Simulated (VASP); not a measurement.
NaF:

```xyz
2
Lattice="0.0000 2.3469 2.3469 2.3469 0.0000 2.3469 2.3469 2.3469 0.0000" Properties=species:S:1:pos:R:3 pbc="T T T"
Na    2.3469    2.3469    4.6939
F     2.3469    2.3469    2.3469
```

The cell was built by a generator and needn't be a form met in nature.

Base run:

* Program: VASP 6.6.1
* Functional: PBE0
* Potentials or basis: VASP PAW PBE potentials, release 64 (Na_pv, F)
* Cutoff: 520 eV
* k mesh: 8 × 8 × 8
* Occupations: gaussian, width 0.02 eV
* Spin: no spin polarisation

Its results: band gap on the k mesh 9.00 eV, direct; pressure -1.6 GPa.

**Question.** The run is repeated on the same cell with these changes: functional from PBE0 to HSE06. What comes out?

**Answer.** Band gap on the k mesh 8.25 eV, direct; pressure -1.6 GPa.

Caveats: the PAW data sets were made with another functional, which shifts forces and pressure a little.
